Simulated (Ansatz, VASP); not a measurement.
# SiBi in two plane-wave programs

Aim: how closely do two programs agree when they are given the same cell, functional and k mesh? The cell is generated by rule, not measured, and may not be a known phase. The cell is taken from a series of runs on this material, whose earlier steps may have relaxed, scaled, displaced or heated it; both programs get it as it stands.

Method: plane waves, with VASP 6.6.1 beside it; zone-centre phonons at PBEsol, in Ansatz 0.2.0.

The structure was built from a prototype and need not be the compound's stable phase.

### 1. The structure

It takes space group Fm-3m (No. 225, cubic). Conventional cell: a = 5.798 Å, b = 5.798 Å, c = 5.798 Å, α = 90.00°, β = 90.00°, γ = 90.00°. Nearest to Si lie 6 Bi at 2.90 Å. Nearest to Bi lie 6 Si at 2.90 Å. Farther neighbours are not listed.

As a file:

```cif
data_structure
_symmetry_space_group_name_H-M 'Fm-3m'
_symmetry_Int_Tables_number 225
_cell_length_a 5.7982
_cell_length_b 5.7982
_cell_length_c 5.7982
_cell_angle_alpha 90.000
_cell_angle_beta 90.000
_cell_angle_gamma 90.000
_cell_volume 194.93
loop_
_atom_site_label
_atom_site_type_symbol
_atom_site_symmetry_multiplicity
_atom_site_Wyckoff_symbol
_atom_site_fract_x
_atom_site_fract_y
_atom_site_fract_z
_atom_site_occupancy
Si1 Si 4 a 0.00000 0.00000 0.00000 1
Bi1 Bi 4 b 0.50000 0.00000 0.00000 1
```

### 2. Ansatz: zone-centre phonons, PBEsol

Ansatz runs on its default PAW (the set named soft_2) files.

Second derivatives magnify differences that forces hide, and they need a tight electronic threshold.

File input.yaml:

```yaml
crystal:
  lattice:
    - [0.0, 2.8990864878, 2.8990864878]
    - [2.8990864878, 0.0, 2.8990864878]
    - [2.8990864878, 2.8990864878, 0.0]
  atoms:
    - { symbol: Si, position: [0.0, 0.0, 0.0] }
    - { symbol: Bi, position: [0.5, 0.5, 0.5] }
kpoints:
  mp_grid: { grid: [12, 12, 12] }
hamiltonian:
  xc: pbesol
scf:
  occupations: { method: methfessel_paxton, width: 0.15 }
output:
  eigenvalues: true
phonons:
  method: dfpt
```

Command:

```
$ ansatz run input.yaml --threads 4 --pin off --max-ram 7168MiB --backend cpu --events-out ev --progress --plain --runs-dir out
```

Numbers of over 12 decimals in the logs are rounded to 6 here.

Output:

```text
Engine: ansatz 0.2.0, aarch64-unknown-linux-gnu
Pseudopotentials: kind: paw
Pseudopotential: Si, paw, valence charge 4, recommended cutoff 420 eV (normal), Si.paw.azcp
Pseudopotential: Bi, paw, valence charge 15, recommended cutoff 420 eV (normal), Bi.paw.azcp
Functional definition: PBEsol
  exchange = pbesol_x
  correlation = pbesol_c
Crystal: 2 atoms, lattice volume = 48.732 Å³
Basis set: ecut = 420 eV, 941 PW (Γ), exchange–correlation on 60×60×60 points (8 copies of the dense FFT grid, shifted against one another)
Bands: 14, of which v1, the nominal top of the filled ones, is band 10 counted from 1 (9 counted from 0)
Symmetry: 48 space group operations
k-points: 163 of 1728 (irreducible under 8 space group operations, time reversal used)
Non-local potential: Si, projectors of the file, l = 0: 2, l = 1: 2, l = 2: 2
Non-local potential: Bi, projectors of the file, l = 0: 2, l = 1: 2, l = 2: 2, l = 3: 2
PAW form: soft (Blöchl's): semilocal exchange-correlation on the pseudo side does not see the compensation charge
PAW frozen core: Si, regenerated for the run's functional, and the local potential with it (the file was generated under x = pbe(κ = 0.804, μ = 0.219515), c = pbe(β = 0.066725))
PAW frozen core: Bi, regenerated for the run's functional, and the local potential with it (the file was generated under x = pbe(κ = 0.804, μ = 0.219515), c = pbe(β = 0.066725))
PAW one-centre angular grid: Si, 110 points (default); XC on 64 Gauss nodes
PAW one-centre angular grid: Bi, 590 points (default); XC on 64 Gauss nodes
Initial density: superposition of atomic densities (neutral atoms: chi_scale 0, normalization atom), corrected by the library's trained network
Initial wavefunctions: pseudopotential atomic-orbital guess
Functional: x = pbesol(κ = 0.804, μ = 0.123457), c = pbesol(β = 0.046)
SCF iter   1: F=—  HF=-12862.744322 eV  |F-HF|=—  |Δ(HF+E_count)|=         —  Δρ=2.30e-3  dr2=4.01e-3  ethr=1.77e-3  ⟨swp⟩=5.6  Hψ=12889  notcnv=0
preconditioner: auto → Kerker (q_TF=auto, 2.332 Å⁻¹)  [metal: Δε(μ)=0.042 eV  Ē_g=18.659 eV  σ=0.150 eV  W_gap=0.23  n_scr=14 (ndim 8)  ℏωp=23.2 eV  f_vac=0.000  D(μ)=1.07/eV (n_scr^D=8)]
SCF iter   2: F=—  HF=-12862.742725 eV  |F-HF|=—  |Δ(HF+E_count)|=   1.60e-3  S|Δr|=    0.00e0  Δρ=1.53e-3  dr2=1.77e-3  ethr=2.11e-5  ⟨swp⟩=1.7  Hψ=3841  notcnv=0
SCF iter   3: F=—  HF=-12862.742400 eV  |F-HF|=—  |Δ(HF+E_count)|=   3.25e-4  S|Δr|=    0.00e0  Δρ=5.49e-4  dr2=9.90e-5  ethr=9.30e-6  ⟨swp⟩=3.0  Hψ=3813  notcnv=0
SCF iter   4: F=—  HF=-12862.742350 eV  |F-HF|=—  |Δ(HF+E_count)|=   4.99e-5  S|Δr|=    0.00e0  Δρ=2.06e-4  dr2=1.94e-5  ethr=5.21e-7  ⟨swp⟩=2.0  Hψ=3255  notcnv=0
SCF iter   5: F=—  HF=-12862.742353 eV  |F-HF|=—  |Δ(HF+E_count)|=   3.81e-6  S|Δr|=    0.00e0  Δρ=8.35e-5  dr2=4.09e-6  ethr=1.02e-7  ⟨swp⟩=2.0  Hψ=3255  notcnv=0
SCF iter   6: F=—  HF=-12862.742360 eV  |F-HF|=—  |Δ(HF+E_count)|=   6.68e-6  S|Δr|=    0.00e0  Δρ=1.27e-5  dr2=1.03e-7  ethr=2.15e-8  ⟨swp⟩=2.2  Hψ=3619  notcnv=0
SCF iter   7: F=—  HF=-12862.742368 eV  |F-HF|=—  |Δ(HF+E_count)|=   7.48e-6  S|Δr|=    0.00e0  Δρ=4.32e-6  dr2=1.05e-8  ethr=5.43e-10  ⟨swp⟩=2.7  Hψ=3776  notcnv=0
SCF iter   8: F=—  HF=-12862.742368 eV  |F-HF|=—  |Δ(HF+E_count)|=   5.24e-9  S|Δr|=    0.00e0  Δρ=8.27e-7  dr2=3.67e-10  ethr=5.50e-11  ⟨swp⟩=2.1  Hψ=3730  notcnv=0
SCF iter   9: F=-12862.742368 eV  HF=-12862.742368 eV  |F-HF|=1.09e-11  |Δ(HF+E_count)|=  2.07e-10  S|Δr|=    0.00e0  Δρ=1.29e-7  dr2=9.27e-12  ethr=1.00e-12  ⟨swp⟩=5.8  Hψ=12344  notcnv=0
SCF 1 converged in 9 iterations: F = -12862.742368 eV  dr2 = 9.27e-12
  greatest PAW one-centre occupation: 0.987 electrons in one spin orbital (limit 2), on the Bi atom at site 1 (counted from 0), in its partial waves of l = 2
DFPT response loops at Γ: preconditioner auto → Kerker (q_TF=auto, 2.332 Å⁻¹) (partly filled bands, converged f_vac=0.000); β = 1.00, the filter's whole step (`scf.mixing.beta` (0.50) is not read by the response loops under this deck's `scf.mixing.preconditioner`; to damp them name `kerker` or `kerker_dos`, under which they read `scf.mixing.beta`, and type it under 1.00, their step now; both keys bind the ground state too); Broyden in place of MSR1
SCF converged after 9 iterations
Stability not checked: this state was not tested for a lower state beside it, because cold or Methfessel-Paxton smearing, or corrected tetrahedra, fill the levels in a way that the test cannot read (fill_not_monotonic; see scf.lower_state_search)
Free energy (F): -12862.742368 eV
Harris-Foulkes:  -12862.742368 eV  (|F-HF|=1.09e-11)
Internal energy: -12862.741746 eV  (E = F + TS)
E sigma→0 (E₀):  -12862.742212 eV
Entropy (-TS):   -0.000622 eV (-0.311 meV/atom)
Fermi energy:    10.112527 eV
--- Per-component energies (eV) ---
  E_band       = -82.888231
  E_kinetic    = 341.819933
  E_local      = -1558.227079  (includes V_loc(G=0)·N_el)
  E_nonlocal   = 588.158063
  E_hartree    = 512.930135
  E_xc         = -204.523614
  E_vxc        = -190.467957  (∫ρ·V_xc dr)
  E_paw        = -11008.577574  (= ΣΔE_a)
  E_vpaw       = -290.031110  (= ΣTr[D̂ρ^β])
  E_aug_tail   = -0.000456  (compensation charges beyond the density's cutoff)
  E_ewald      = -1534.442466
  E_core_change = 0.121313  (= ΣΔE_core)
  E_smearing   = -0.000622  (= −TS)
  E_closure    = -0.000000  (closes the sum)
  Σ components = -12862.742368   (vs F -12862.742368, Δ=0.00e0)
--- Band table (eV; the first three rows and the last of 163) ---
  k-point 0: bands = [... 6 lower, 7.3916, 9.4209, 9.4209, 9.4209, 14.9968, 14.9968, 14.9968, 15.5289]
  k-point 1: bands = [... 6 lower, 6.7514, 9.4270, 9.4270, 9.8395, 14.4794, 14.4794, 14.5675, 15.5143]
  k-point 2: bands = [... 6 lower, 5.5369, 9.4571, 9.4571, 10.4017, 13.5325, 13.5325, 13.8080, 15.6768]
  k-point 162: bands = [... 6 lower, 2.9469, 5.3868, 5.3868, 11.4178, 11.6379, 15.7744, 15.7744, 18.6581]
--- Phonons (Γ-DFPT): 2 representative perturbations + reference, on 163 of 1728 k-points (Σ response iterations 6) ---
  k mesh reduced under 8 symmetry operations, with k and −k counted as one. Each operation leaves every solved perturbation unchanged. A smaller set is not used because it would not reduce the number of displacements times k-points to solve
  ASR residual: 2.565e-4 → 0.000e0 eV/Å²; symmetrization residual: 1.686e-6 eV/Å²
  ASR residual per site (eV/Å²): 5.33e-5 2.56e-4
  Γ frequencies (cm⁻¹): 0.00 0.00 0.00 138.81 138.81 138.81
  non-analytic LO–TO correction: not included (Born effective charges unavailable; polar crystals: no LO–TO splitting at Γ)
```

The column dr2 measures how far the density is from self-consistency, as an energy; F and HF (Harris–Foulkes) agree once it is small.

### 3. VASP: zone-centre phonons, PBEsol

The same cell, functional, mesh and smearing now go to VASP, with its own data sets.

Lines of VASP's logs that name or quote its potential files are left out, and so is its time.

File INCAR:

```
SYSTEM = SiBi
PREC = Accurate
ENCUT = 500
EDIFF = 1E-08
NELM = 120
ISMEAR = 1
SIGMA = 0.15
LREAL = .FALSE.
ALGO = Normal
GGA = PS
NBANDS = 15
LORBIT = 11
LWAVE = .FALSE.
LCHARG = .FALSE.
ISIF = 2
IBRION = 8
LASPH = .TRUE.
GGA_COMPAT = .FALSE.
KPAR = 2
```

File POSCAR:

```
SiBi
1.0
    0.0000000000      2.8990864878      2.8990864878
    2.8990864878      0.0000000000      2.8990864878
    2.8990864878      2.8990864878      0.0000000000
Si Bi
1 1
Direct
    0.0000000000      0.0000000000      0.0000000000
    0.5000000000      0.5000000000      0.5000000000
```

File KPOINTS:

```
Automatic mesh
0
Gamma
12 12 12
0 0 0
```

The projector-augmented-wave data sets are Si and Bi_d (PBE family, release 64).

Command:

```
$ mpirun -np 2 vasp_std
```

Output:

```text
[banner, memory and clock lines left out]
running    2 mpi-ranks, on    1 nodes
 distrk:  each k-point on    1 cores,    2 groups
 distr:  one band on    1 cores,    1 groups

 POSCAR found type information on POSCAR SiBi
 POSCAR found :  2 types and       2 ions
|                                                                             |
|               ----> ADVICE to this user running VASP <----                  |
|                                                                             |
|     You enforced a specific xc type in the INCAR file but a different       |
|     [... a line on the potential file left out ...]
|     I HOPE YOU KNOW WHAT YOU ARE DOING!                                     |
|                                                                             |

 LDA part: xc-table for (Slater+PW92), standard interpolation
 POSCAR, INCAR and KPOINTS ok, starting setup
 FFT: planning ... GRIDC
 FFT: planning ... GRID_SOFT
 FFT: planning ... GRID
 WAVECAR not read
 entering main loop
       N       E                     dE             d eps       ncg     rms          rms(c)
DAV:   1     0.131646011701E+03    0.13165E+03   -0.94948E+03  2160   0.128E+03
DAV:   2    -0.735198397540E+00   -0.13238E+03   -0.12950E+03  2258   0.345E+02
DAV:   3    -0.913789734846E+01   -0.84027E+01   -0.83051E+01  2839   0.863E+01
DAV:   4    -0.933843459134E+01   -0.20054E+00   -0.20048E+00  2690   0.145E+01
DAV:   5    -0.934512517574E+01   -0.66906E-02   -0.66905E-02  3147   0.227E+00    0.204E+00
DAV:   6    -0.930368031508E+01    0.41445E-01   -0.86867E-02  2827   0.311E+00    0.116E+00
DAV:   7    -0.929879352749E+01    0.48868E-02   -0.23134E-02  2944   0.136E+00    0.394E-01
DAV:   8    -0.929804168209E+01    0.75185E-03   -0.23168E-03  2678   0.468E-01    0.447E-02
DAV:   9    -0.929803582932E+01    0.58528E-05   -0.16326E-04  2818   0.118E-01    0.363E-02
DAV:  10    -0.929803675446E+01   -0.92514E-06   -0.14093E-05  2841   0.418E-02    0.679E-03
DAV:  11    -0.929803678391E+01   -0.29451E-07   -0.25752E-06  2847   0.109E-02    0.386E-03
DAV:  12    -0.929803648468E+01    0.29923E-06   -0.16414E-07  2720   0.376E-03    0.392E-04
DAV:  13    -0.929803651048E+01   -0.25803E-07   -0.66981E-09  1913   0.793E-04    0.206E-04
DAV:  14    -0.929803653905E+01   -0.28565E-07   -0.14280E-09  1633   0.291E-04    0.631E-05
DAV:  15    -0.929803653837E+01    0.67666E-09   -0.25037E-10  1626   0.172E-04
   1 F= -.92980365E+01 E0= -.92978340E+01  d E =-.607590E-03
 Linear response reoptimize wavefunctions to high precision
DAV:   1    -0.929803653813E+01    0.23829E-09   -0.79887E-11  1696   0.118E-04
DAV:   2    -0.929803653814E+01   -0.27285E-11   -0.27299E-11  1500   0.525E-05
 Linear response DOF=           2
 Linear response progress:
  Degree of freedom:   1/  2
       N       E                     dE             d eps       ncg     rms          rms(c)
RMM:   1    -0.200533521456E-01   -0.20053E-01    0.81335E-04  9803   0.836E-01
RMM:   2    -0.174305200943E-01    0.26228E-02   -0.16530E-03  8977   0.205E-01    0.481E-02
RMM:   3    -0.175372871340E-01   -0.10677E-03   -0.12044E-04  9036   0.746E-02    0.274E-02
RMM:   4    -0.176731389290E-01   -0.13585E-03   -0.24803E-05  9043   0.352E-02    0.630E-03
RMM:   5    -0.176850682671E-01   -0.11929E-04   -0.36894E-06  9667   0.134E-02    0.141E-03
RMM:   6    -0.176806975407E-01    0.43707E-05   -0.45667E-07  9643   0.383E-03    0.843E-04
RMM:   7    -0.176801022678E-01    0.59527E-06   -0.43535E-08  9376   0.106E-03    0.180E-04
RMM:   8    -0.176808222902E-01   -0.72002E-06   -0.45180E-08  9464   0.308E-04    0.367E-05
RMM:   9    -0.176807779210E-01    0.44369E-07    0.84904E-08  9756   0.131E-04    0.926E-06
RMM:  10    -0.176807605548E-01    0.17366E-07    0.39442E-08  9890   0.513E-05    0.316E-06
RMM:  11    -0.176807615227E-01   -0.96793E-09    0.36844E-08  9690   0.214E-05    0.448E-07
 first order change of Fermi-energy   0.12511E-03
 force on displaced ion       1 direction 1 :  -1.761   0.000   0.000
 Linear response progress:
  Degree of freedom:   2/  2
       N       E                     dE             d eps       ncg     rms          rms(c)
RMM:   1    -0.325027332645E+00   -0.32503E+00    0.27676E-01  6298   0.994E+00
RMM:   2    -0.332001989195E+00   -0.69747E-02   -0.16958E-02  8221   0.117E+00    0.526E-02
RMM:   3    -0.332092756549E+00   -0.90767E-04   -0.14631E-03  9102   0.324E-01    0.303E-02
RMM:   4    -0.331950081134E+00    0.14268E-03   -0.10002E-04  9364   0.950E-02    0.686E-03
RMM:   5    -0.331946304746E+00    0.37764E-05   -0.13347E-05  9282   0.308E-02    0.230E-03
RMM:   6    -0.331944721208E+00    0.15835E-05   -0.27872E-06  9406   0.126E-02    0.605E-04
RMM:   7    -0.331942700164E+00    0.20210E-05   -0.58500E-07  9651   0.481E-03    0.366E-04
RMM:   8    -0.331936872690E+00    0.58275E-05   -0.10244E-07  9594   0.203E-03    0.786E-05
RMM:   9    -0.331937212454E+00   -0.33976E-06   -0.32622E-09  9796   0.852E-04    0.501E-05
RMM:  10    -0.331936216326E+00    0.99613E-06    0.61566E-08  9460   0.405E-04    0.105E-05
RMM:  11    -0.331936324292E+00   -0.10797E-06    0.11509E-07  9622   0.217E-04    0.156E-05
RMM:  12    -0.331936000361E+00    0.32393E-06    0.84482E-08  9094   0.132E-04    0.526E-06
RMM:  13    -0.331935930535E+00    0.69826E-07    0.28883E-08 10006   0.932E-05    0.148E-06
RMM:  14    -0.331935921098E+00    0.94376E-08    0.33201E-08 10284   0.692E-05    0.144E-06
 first order change of Fermi-energy  -0.24607E-04
 force on displaced ion       2 direction 1 :  -1.783   0.000   0.000
 Linear response finished
```

From OUTCAR (step 3):

```text
ion  position               nearest neighbor table
   1  0.000  0.000  0.000-   2 2.90   2 2.90   2 2.90   2 2.90   2 2.90   2 2.90
   2  0.500  0.500  0.500-   1 2.90   1 2.90   1 2.90   1 2.90   1 2.90   1 2.90

  LATTYP: Found a face centered cubic cell.
 ALAT       =     5.7981729756

 Subroutine GETGRP returns: Found 48 space group operations
 (whereof 48 operations were pure point group operations)

The static configuration has the point symmetry O_h .

 Found     72 irreducible k-points:

   k-points           NKPTS =     72   k-points in BZ     NKDIM =     72   number of bands    NBANDS=     15

   dimension x,y,z NGX =    30 NGY =   30 NGZ =   30
   dimension x,y,z NGXF=    60 NGYF=   60 NGZF=   60

   ENCUT  =  500.0 eV  36.75 Ry    6.06 a.u.   7.48  7.48  7.48*2*pi/ulx,y,z

   NELECT =      19.0000    total number of electrons

 k-points in reciprocal lattice and weights: Automatic mesh
   0.00000000  0.00000000  0.00000000       0.001
   0.08333333  0.00000000  0.00000000       0.005
   0.16666667  0.00000000  0.00000000       0.005
   0.25000000  0.00000000  0.00000000       0.005
   0.33333333  0.00000000  0.00000000       0.005
   0.41666667  0.00000000  0.00000000       0.005
   0.50000000  0.00000000  0.00000000       0.002
   0.08333333  0.08333333  0.00000000       0.003
   0.16666667  0.08333333  0.00000000       0.014
[...]
-0.33333333  0.50000000  0.16666667       0.007
  -0.25000000  0.50000000  0.25000000       0.003

 average (electrostatic) potential at core
       1 -81.9628       2-103.0265

  Total        0.0024198      0.0024198      0.0024198      0.0000000      0.0000000      0.0000000
  in kB        0.0795566      0.0795566      0.0795566      0.0000000      0.0000000      0.0000000
  external PRESSURE =       0.0795566 kB  Pullay stress =       0.0000000 kB

  energy-cutoff  :      500.00
  volume of cell :       48.73
      direct lattice vectors                 reciprocal lattice vectors
     0.000000000  2.899086488  2.899086488    -0.172468121  0.172468121  0.172468121
     2.899086488  0.000000000  2.899086488     0.172468121 -0.172468121  0.172468121
     2.899086488  2.899086488  0.000000000     0.172468121  0.172468121 -0.172468121

 POSITION                                       TOTAL-FORCE (eV/Angst)
 -----------------------------------------------------------------------------------
      0.00000      0.00000      0.00000        -0.000000      0.000000      0.000000
      2.89909      2.89909      2.89909         0.000000     -0.000000     -0.000000
 -----------------------------------------------------------------------------------
    total drift:                                0.000000     -0.000000      0.000000

 Eigenvectors and eigenvalues of the dynamical matrix
 ----------------------------------------------------

   1 f  =    4.172785 THz    26.218383 2PiTHz  139.189131 cm-1    17.257245 meV
             X         Y         Z           dx          dy          dz
      0.000000  0.000000  0.000000     0.938198    0.000000    0.000000
      2.899086  2.899086  2.899086    -0.346098    0.000000    0.000000

   2 f  =    4.172785 THz    26.218383 2PiTHz  139.189131 cm-1    17.257245 meV
             X         Y         Z           dx          dy          dz
      0.000000  0.000000  0.000000    -0.000000    0.938198    0.000000
      2.899086  2.899086  2.899086    -0.000000   -0.346098    0.000000

   3 f  =    4.172785 THz    26.218383 2PiTHz  139.189131 cm-1    17.257245 meV
             X         Y         Z           dx          dy          dz
      0.000000  0.000000  0.000000     0.000000    0.000000   -0.938198
      2.899086  2.899086  2.899086     0.000000    0.000000    0.346098

   4 f/i=    0.008464 THz     0.053183 2PiTHz    0.282342 cm-1     0.035006 meV
             X         Y         Z           dx          dy          dz
      0.000000  0.000000  0.000000     0.143718   -0.293871   -0.113000
      2.899086  2.899086  2.899086     0.389588   -0.796622   -0.306318

   5 f/i=    0.008464 THz     0.053183 2PiTHz    0.282342 cm-1     0.035006 meV
             X         Y         Z           dx          dy          dz
      0.000000  0.000000  0.000000     0.052063   -0.100324    0.327121
      2.899086  2.899086  2.899086     0.141131   -0.271957    0.886757

   6 f/i=    0.008464 THz     0.053183 2PiTHz    0.282342 cm-1     0.035006 meV
             X         Y         Z           dx          dy          dz
      0.000000  0.000000  0.000000    -0.310513   -0.152836    0.002547
      2.899086  2.899086  2.899086    -0.841736   -0.414306    0.006904

 ELASTIC MODULI CONTR FROM IONIC RELAXATION (kBar)
 Direction    XX          YY          ZZ          XY          YZ          ZX
 --------------------------------------------------------------------------------
 XX           0.0000      0.0000      0.0000      0.0000      0.0000      0.0000
 YY           0.0000      0.0000      0.0000      0.0000      0.0000      0.0000
 ZZ           0.0000      0.0000      0.0000      0.0000      0.0000      0.0000
 XY           0.0000      0.0000      0.0000      0.0000      0.0000      0.0000
 YZ           0.0000      0.0000      0.0000      0.0000      0.0000      0.0000
 ZX           0.0000      0.0000      0.0000      0.0000      0.0000      0.0000
 --------------------------------------------------------------------------------
```

This run has no spin polarisation. Its electron count is odd, so without a moment it is a metal by construction. The PAW data sets were made with PBE, which is usual practice but a small mismatch for other functionals.

### 4. Side by side

Known differences besides the potentials themselves: the cutoff is 420 eV in Ansatz and 500 eV in VASP; Ansatz makes its cores anew for this functional, VASP keeps those of its PBE data sets. Total energies have different zeros and are not compared.

The two programs side by side:

```csv
quantity,Ansatz,VASP,difference
optical mode 1 to 3 (cm⁻¹),138.8,139.2,-0.27 %
```

Modes are paired by rising frequency, not by their patterns, so a pair may set unlike modes beside each other; they are those without the splitting of longitudinal modes.

### 5. Outcome

```
r.m.s. difference of the optical zone-centre modes, each program's sorted by frequency (zone-centre phonons, PBEsol) : 0.38 cm⁻¹
```

What this shows: The r.m.s. difference of the optical zone-centre modes, each program's sorted by frequency is 0.38 cm⁻¹ (zone-centre phonons, PBEsol). 2 further runs of this series are not shown here. How closely two codes agree says nothing of how well the functional describes the real material.

[Lines on the potential files, build, host, timing and source positions are cut from VASP's logs without a mark.]

[Logs are printed without paths, hosts, clocks, repeated set-up lines and the standing remarks that a program may print on its own settings, such as how far it seeks lower states.]

[Hosts, paths, dates, database ids (printed as entryN), source tags and the programs' standing remarks are cut or masked in the printed files.]
